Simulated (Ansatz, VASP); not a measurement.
# B2O3 (glassy B2O3) in two plane-wave programs

Aim: how closely do two programs agree when they are given the same cell, functional and k mesh? Of the first pair: The structure shown is the start of the Ansatz relaxation below; VASP solves that cell, so the two are compared at the walk's first step.

Method: plane waves, with VASP 6.6.1 beside it; single point at PBE, in Ansatz 0.2.0.

### 1. The starting structure

The cell holds 150 atoms: 60 B and 90 O. Its edges and angles: a = 11.377 Å, b = 12.172 Å, c = 12.471 Å, α = 90.6°, β = 91.5°, γ = 88.3°. As first built, before any earlier steps moved the atoms (in the runner's words): 150 atoms (60 B, 90 O) placed at random at 1.93 g/cm^3, melted at 3000 K for 20 ps at fixed volume with the Buckingham and Coulomb pair potential of Guillot and Sator (Geochim. Cosmochim. Acta 71, 1249 (2007)) with the boron terms of Wang et al. (J. Non-Cryst. Solids 498, 294 (2018)). Quenched from 3000 K to 300 K at 100 K/ps and fixed volume, held 10 ps at zero pressure.

### 2. Ansatz: relaxation, PBE

Ansatz runs on its default PAW (the set named soft_2) files.

The two programs are compared at the cell with which this relaxation starts, whose forces are those of its first step.

File input.yaml:

```yaml
crystal:
  lattice:
    - [11.37419, 0.17508, -0.15558]
    - [0.18304, 12.17052, -0.06787]
    - [-0.15626, -0.06943, 12.46953]
  atoms:
    - { symbol: B, position: [0.36482, 0.32786, 0.63108] }
    - { symbol: B, position: [0.38656, 0.70191, 0.95216] }
    - { symbol: B, position: [0.51294, 0.93792, 0.55862] }
    - { symbol: B, position: [0.45412, 0.98564, 0.99792] }
    - { symbol: B, position: [0.27507, 0.64562, 0.61399] }
    - { symbol: B, position: [0.28261, 0.88463, 0.90826] }
    - { symbol: B, position: [0.95497, 0.52459, 0.9948] }
    - { symbol: B, position: [0.89994, 0.59549, 0.50909] }
    - { symbol: B, position: [0.25191, 0.65987, 0.34285] }
    - { symbol: B, position: [0.89864, 0.99655, 0.17413] }
    - { symbol: B, position: [0.98795, 0.95666, 0.67614] }
    - { symbol: B, position: [0.96063, 0.13758, 0.77897] }
    - { symbol: B, position: [0.62913, 0.09421, 0.92633] }
    - { symbol: B, position: [0.71411, 0.42659, 0.34397] }
    - { symbol: B, position: [0.73785, 0.57182, 0.02505] }
    - { symbol: B, position: [0.67967, 0.7431, 0.47163] }
    - { symbol: B, position: [0.08406, 0.50324, 0.16228] }
    - { symbol: B, position: [0.72012, 0.77039, 0.08079] }
    - { symbol: B, position: [0.90786, 0.32922, 0.27963] }
    - { symbol: B, position: [0.76268, 0.43923, 0.53601] }
    - { symbol: B, position: [0.70757, 0.09835, 0.11821] }
    - { symbol: B, position: [0.77375, 0.74975, 0.27312] }
    - { symbol: B, position: [0.15996, 0.15568, 0.10479] }
    - { symbol: B, position: [0.46187, 0.34266, 0.96571] }
    - { symbol: B, position: [0.54251, 0.14907, 0.25357] }
    - { symbol: B, position: [0.97292, 0.77336, 0.87477] }
    - { symbol: B, position: [0.74389, 0.23633, 0.59638] }
    - { symbol: B, position: [0.59841, 0.14496, 0.73285] }
    - { symbol: B, position: [0.43135, 0.87956, 0.16481] }
    - { symbol: B, position: [0.37032, 0.26273, 0.31699] }
[... 114 atom lines left out ...]
    - { symbol: O, position: [0.2311, 0.07376, 0.14602] }
    - { symbol: O, position: [0.01948, 0.55042, 0.24117] }
    - { symbol: O, position: [0.13668, 0.22591, 0.45444] }
    - { symbol: O, position: [0.73727, 0.81031, 0.18365] }
    - { symbol: O, position: [0.59804, 0.9604, 0.48533] }
    - { symbol: O, position: [0.32618, 0.18169, 0.37856] }
kpoints:
  mp_grid: { grid: [1, 1, 1] }
hamiltonian:
  xc: pbe
scf:
  occupations: { method: fixed }
output:
  forces: true
  eigenvalues: true
  stress: true
relax:
  f_tol: 0.05
  max_steps: 70
```

Started as:

```
$ ansatz run input.yaml --threads 4 --pin off --max-ram 8192MiB --backend cpu --events-out ev --progress --plain --runs-dir out
```

Numbers of over 12 decimals in the logs are rounded to 6 here.

What it wrote:

```text
Warning: output.stress: scf.convergence.dr2_threshold = 1e-7 eV (the SCF's general default) is looser than the 1.08e-8 eV advised for a printed stress (1e-10 eV for each atom of the cell: 150, of which 108 are counted). What an SCF threshold leaves in a stress goes as its square root, and in the free energy as the threshold itself, and one threshold admits the most on a small cell: [figures from the program's tests c [...]
Engine: ansatz 0.2.0, x86_64-unknown-linux-gnu
Pseudopotentials: kind: paw
Pseudopotential: B, paw, valence charge 3, recommended cutoff 420 eV (normal), B.paw.azcp
Pseudopotential: O, paw, valence charge 6, recommended cutoff 420 eV (normal), O.paw.azcp
Functional definition: PBE
  parameter kappa = 0.804
  parameter beta = 0.066725
  exchange = pbe_x(kappa = kappa, mu = beta*pi^2/3)
  correlation = pbe_c(beta = beta)
Crystal: 150 atoms, lattice volume = 1725.409 Å³
Basis set: ecut = 420 eV, 33703 PW (Γ), exchange–correlation on 160×180×180 points (8 copies of the dense FFT grid, shifted against one another)
Bands: 510, of which v1, the nominal top of the filled ones, is band 360 counted from 1 (359 counted from 0)
Symmetry: 1 space group operations
Space group: P1 (ITA 1), of the structure as read, at distance tolerance 1.2e-4 Å
k-points: 1
Non-local potential: B, projectors of the file, l = 0: 2, l = 1: 2, l = 2: 1
Non-local potential: O, projectors of the file, l = 0: 2, l = 1: 2, l = 2: 1
PAW form: soft (Blöchl's): semilocal exchange-correlation on the pseudo side does not see the compensation charge
PAW one-centre angular grid: B, 110 points (default); XC on 64 Gauss nodes
PAW one-centre angular grid: O, 110 points (default); XC on 64 Gauss nodes
Initial density: superposition of atomic densities (neutral atoms: chi_scale 0, normalization atom), corrected by the library's trained network
Initial wavefunctions: pseudopotential atomic-orbital guess
Functional: x = pbe(κ = 0.804, μ = 0.219515), c = pbe(β = 0.066725)
SCF iter   1: F=—  HF=-60549.354186 eV  |F-HF|=—  |Δ(HF+E_count)|=         —  Δρ=3.68e-3  dr2=1.99e-1  ethr=1.77e-3  ⟨swp⟩=5.0  Hψ=1752  notcnv=0  defer=146
preconditioner: auto → Resta (q_TF=auto, 2.358 Å⁻¹)  ε∞=3.0  [insulator: Δε(μ)=5.607 eV  Ē_g=17.156 eV  n_scr=392 (ndim 8)  ℏωp=24.0 eV  f_vac=0.191  ε∞_Penn≈3.0]
SCF iter   2: F=—  HF=-60549.373822 eV  |F-HF|=—  |Δ(HF+E_count)|=   1.96e-2  Δρ=1.73e-3  dr2=3.58e-2  ethr=2.76e-5  ⟨swp⟩=3.0  Hψ=951  notcnv=0  defer=148
SCF iter   3: F=—  HF=-60549.387919 eV  |F-HF|=—  |Δ(HF+E_count)|=   1.41e-2  Δρ=6.15e-4  dr2=7.31e-3  ethr=4.97e-6  ⟨swp⟩=4.0  Hψ=638  notcnv=0  defer=148
SCF iter   4: F=—  HF=-60549.388451 eV  |F-HF|=—  |Δ(HF+E_count)|=   5.32e-4  Δρ=1.67e-4  dr2=5.55e-4  ethr=1.02e-6  ⟨swp⟩=2.0  Hψ=782  notcnv=0  defer=148
SCF iter   5: F=—  HF=-60549.388530 eV  |F-HF|=—  |Δ(HF+E_count)|=   7.90e-5  Δρ=9.09e-5  dr2=1.15e-4  ethr=7.71e-8  ⟨swp⟩=2.0  Hψ=660  notcnv=0  defer=148
SCF iter   6: F=-60549.388549 eV  HF=-60549.388546 eV  |F-HF|=2.89e-6  |Δ(HF+E_count)|=   1.67e-5  Δρ=2.43e-5  dr2=8.66e-6  ethr=8.68e-9  ⟨swp⟩=16.0  Hψ=3750  notcnv=0
SCF 1 converged in 6 iterations: F = -60549.388549 eV  dr2 = 8.66e-6
  greatest PAW one-centre occupation: 0.866 electrons in one spin orbital (limit 2), on the O atom at site 94 (counted from 0), in its partial waves of l = 0
relax step   1: F+E_penalty+E_count = -60549.38854923 eV  Δ(F+E_penalty+E_count) = +0.000e0 eV  max|allowed force component| = 5.905e-1 eV/Å  Δτ_max = 0.0000 Å  (6 SCF iters, dr2 threshold 6.25e-5 eV, accepted)
Initial density: handed on by an earlier stage of this run
Initial wavefunctions: those handed on with the density
iter 1 solved again at ethr=1.75e-5 eV; its pass at ethr=3.10e-3 eV (dr2=1.26e-1 eV) is discarded
SCF iter   1: F=—  HF=-60549.568929 eV  |F-HF|=—  |Δ(HF+E_count)|=         —  Δρ=4.01e-3  dr2=1.35e-1  ethr=1.75e-5  ⟨swp⟩=3.0  Hψ=1459  notcnv=0  defer=148
[...]
- { symbol: B, position: [0.147496, 0.820974, 0.414440] }
    - { symbol: B, position: [0.431858, 0.524317, 0.049171] }
    - { symbol: B, position: [0.753221, 0.827107, 0.885581] }
    - { symbol: B, position: [0.289589, 0.960417, 0.488162] }
    - { symbol: B, position: [0.090279, 0.325579, 0.420495] }
    - { symbol: B, position: [0.552074, 0.521546, 0.228529] }
    - { symbol: B, position: [0.212784, 0.456678, 0.528391] }
    - { symbol: B, position: [0.491369, 0.486522, 0.679077] }
    - { symbol: B, position: [0.113446, 0.275442, 0.807735] }
    - { symbol: B, position: [0.495600, 0.643006, 0.556553] }
    - { symbol: B, position: [0.616867, 0.035085, 0.407672] }
    - { symbol: B, position: [0.270821, 0.254273, 0.947067] }
    - { symbol: B, position: [0.044924, 0.478424, 0.816754] }
    - { symbol: B, position: [0.823266, 0.098148, 0.467569] }
    - { symbol: B, position: [0.227106, 0.155820, 0.437086] }
    - { symbol: B, position: [0.200467, 0.978708, 0.738831] }
    - { symbol: B, position: [0.862890, 0.255084, 0.918379] }
    - { symbol: O, position: [0.493860, 0.790638, 0.208677] }
    - { symbol: O, position: [0.872787, 0.203125, 0.821385] }
    - { symbol: O, position: [0.521930, 0.534593, 0.585114] }
    - { symbol: O, position: [0.664427, 0.496065, 0.979892] }
    - { symbol: O, position: [0.301681, 0.383160, 0.552797] }
    - { symbol: O, position: [0.388600, 0.630914, 0.037704] }
    - { symbol: O, position: [0.250191, 0.858655, 0.459238] }
    - { symbol: O, position: [0.114221, 0.424889, 0.469297] }
    - { symbol: O, position: [0.138171, 0.908139, 0.093217] }
    - { symbol: O, position: [0.545279, 0.889244, 0.654973] }
    - { symbol: O, position: [0.875892, 0.693525, 0.258424] }
    - { symbol: O, position: [0.960474, 0.521600, 0.883903] }
    - { symbol: O, position: [0.493844, 0.935821, 0.090047] }
    - { symbol: O, position: [0.202476, 0.910549, 0.827274] }
    - { symbol: O, position: [0.343286, 0.721261, 0.309696] }
    - { symbol: O, position: [0.493129, 0.545110, 0.774300] }
    - { symbol: O, position: [0.522136, 0.614231, 0.284208] }
    - { symbol: O, position: [0.754822, 0.780722, 0.553699] }
    - { symbol: O, position: [0.826561, 0.178731, 0.545452] }
    - { symbol: O, position: [0.784261, 0.340680, 0.933123] }
    - { symbol: O, position: [0.854686, 0.562760, 0.041479] }
    - { symbol: O, position: [0.680326, 0.665454, 0.066088] }
    - { symbol: O, position: [0.899130, 0.310480, 0.169126] }
    - { symbol: O, position: [0.650085, 0.187972, 0.646462] }
[...]
- { symbol: O, position: [0.920664, 0.875038, 0.627881] }
    - { symbol: O, position: [0.963815, 0.970114, 0.266043] }
    - { symbol: O, position: [0.236760, 0.075885, 0.141272] }
    - { symbol: O, position: [0.018520, 0.550267, 0.240501] }
    - { symbol: O, position: [0.136518, 0.227883, 0.456985] }
    - { symbol: O, position: [0.734615, 0.812617, 0.184524] }
    - { symbol: O, position: [0.598492, 0.960838, 0.487858] }
    - { symbol: O, position: [0.324245, 0.178561, 0.378823] }
```

Reading the cycles: dr2 is the Hartree energy of the density residual (eV), the measure of convergence; HF is the Harris–Foulkes estimate of the energy, which meets the free energy F at convergence.

### 3. VASP: single point, PBE, start cell, pair 1

The same cell, functional and mesh now go to VASP, with its own data sets.

Lines of VASP's logs that name or quote its potential files are left out, and so is its time.

File INCAR:

```
SYSTEM = B2O3
PREC = Accurate
ENCUT = 520
EDIFF = 1E-06
NELM = 120
ISMEAR = 0
SIGMA = 0.01
LREAL = Auto
ALGO = Normal
GGA = PE
NBANDS = 465
LORBIT = 11
LWAVE = .FALSE.
LCHARG = .FALSE.
ISIF = 2
LASPH = .TRUE.
GGA_COMPAT = .FALSE.
EFERMI = MIDGAP
```

File POSCAR:

```
B2O3
1.0
   11.3741900000      0.1750800000     -0.1555800000
    0.1830400000     12.1705200000     -0.0678700000
   -0.1562600000     -0.0694300000     12.4695300000
B O
60 90
Direct
    0.3648173012      0.3278614135      0.6310831467
    0.3865599676      0.7019116279      0.9521593630
    0.5129431990      0.9379204066      0.5586225271
    0.4541178271      0.9856422223      0.9979162959
    0.2750673042      0.6456232603      0.6139937449
    0.2826137816      0.8846278267      0.9082626805
    0.9549713674      0.5245932402      0.9947992096
    0.8999368453      0.5954869027      0.5090911903
    0.2519116135      0.6598731515      0.3428499711
    0.8986399044      0.9965520062      0.1741321751
    0.9879513225      0.9566619837      0.6761388854
    0.9606257300      0.1375781433      0.7789701440
    0.6291264747      0.0942085862      0.9263278916
    0.7141137397      0.4265926897      0.3439708362
    0.7378502350      0.5718208128      0.0250534076
    0.6796685309      0.7431029038      0.4716278179
    0.0840627064      0.5032364499      0.1622782201
    0.7201227016      0.7703886293      0.0807907729
    0.9078567483      0.3292190752      0.2796327088
    0.7626793241      0.4392322713      0.5360080407
    0.7075730788      0.0983463012      0.1182128743
    0.7737467560      0.7497539192      0.2731189803
    0.1599567958      0.1556770102      0.1047875804
    0.4618685276      0.3426628529      0.9657071304
    0.5425122944      0.1490669616      0.2535718056
    0.9729163558      0.7733602996      0.8747686793
    0.7438887804      0.2363306245      0.5963796531
    0.5984059161      0.1449579072      0.7328534665
    0.4313501253      0.8795615955      0.1648101651
    0.3703158575      0.2627310811      0.3169923245
[... 114 atom lines left out ...]
    0.2311035666      0.0737582564      0.1460168159
    0.0194770731      0.5504230261      0.2411708744
    0.1366832359      0.2259083026      0.4544435576
    0.7372725463      0.8103079394      0.1836476966
    0.5980421949      0.9604019526      0.4853291091
    0.3261768255      0.1816912057      0.3785610181
```

File KPOINTS:

```
Automatic mesh
0
Gamma
1 1 1
0 0 0
```

PAW data sets: B and O (PBE family, release 64).

Started as:

```
$ export OMP_NUM_THREADS=3
$ mpirun -np 1 vasp_gam
```

What it wrote:

```text
[banner, memory and clock lines left out]
running    1 mpi-ranks, on    1 nodes
[...]
Offloading initialized ...    1 GPUs detected
[...]
LDA part: xc-table for (Slater+PW92), standard interpolation
 POSCAR, INCAR and KPOINTS ok, starting setup
[...]
entering main loop
       N       E                     dE             d eps       ncg     rms          rms(c)
DAV:   1     0.665699466263E+04    0.66570E+04   -0.43893E+05   954   0.153E+03
DAV:   2    -0.737691266413E+03   -0.73947E+04   -0.71012E+04  1147   0.394E+02
DAV:   3    -0.130134696729E+04   -0.56366E+03   -0.55837E+03  1068   0.114E+02
DAV:   4    -0.131206793606E+04   -0.10721E+02   -0.10679E+02  1076   0.170E+01
[...]
DAV:  16    -0.119782907217E+04    0.47997E-05   -0.88019E-05  1068   0.229E-02    0.116E-02
DAV:  17    -0.119782906923E+04    0.29416E-05   -0.95840E-06  1052   0.114E-02    0.469E-03
DAV:  18    -0.119782906902E+04    0.20879E-06   -0.41928E-06  1012   0.646E-03
   1 F= -.11978291E+04 E0= -.11978291E+04  d E =0.000000E+00
```

Parts of OUTCAR (step 3):

```text
  FREE ENERGIE OF THE ION-ELECTRON SYSTEM (eV)
  ---------------------------------------------------
  free  energy   TOTEN  =     -1197.8290690183 eV

  energy  without entropy=    -1197.8290690183  energy(sigma->0) =    -1197.82906902
```

The run ends at a pressure of 0.51 GPa, with forces up to 0.65 eV/Å.

### 4. Side by side

Known differences besides the potentials themselves: fixed occupations in Ansatz, narrow Gaussian smearing in VASP; the cutoff is 420 eV in Ansatz and 520 eV in VASP (PREC = Accurate, projectors in real space). Total energies have different zeros and are not compared.

Forces on 9 of the 150 atoms, those with the largest forces and the largest differences (eV/Å; atoms numbered as in POSCAR):

| atom | Ansatz x, y, z | VASP x, y, z |
| --- | --- | --- |
| B20 | 0.177, 0.155, 0.130 | 0.154, 0.153, 0.216 |
| B24 | -0.241, -0.422, -0.007 | -0.228, -0.478, -0.025 |
| B41 | -0.114, 0.407, 0.145 | -0.093, 0.486, 0.202 |
| B47 | 0.091, -0.507, 0.000 | 0.106, -0.515, 0.038 |
| B52 | 0.120, -0.522, -0.010 | 0.124, -0.522, -0.059 |
| B53 | 0.249, 0.138, -0.161 | 0.278, 0.199, -0.223 |
| O82 | -0.183, 0.533, 0.132 | -0.173, 0.543, 0.133 |
| O107 | 0.213, -0.591, -0.123 | 0.212, -0.601, -0.129 |
| O126 | -0.520, 0.057, 0.051 | -0.526, 0.031, 0.059 |

The forces differ by 23 meV/Å r.m.s., which is 12.6 % of the r.m.s. force of 0.180 eV/Å (both taken over all components).

(Part 1 of 2 ends here.)

[Lines on the potential files, build, host, timing and source positions are cut from VASP's logs without a mark.]

[Logs are printed without paths, hosts, clocks, repeated set-up lines and the standing remarks that a program may print on its own settings, such as how far it seeks lower states.]

[Hosts, paths, dates, database ids (printed as entryN), source tags and the programs' standing remarks are cut or masked in the printed files.]
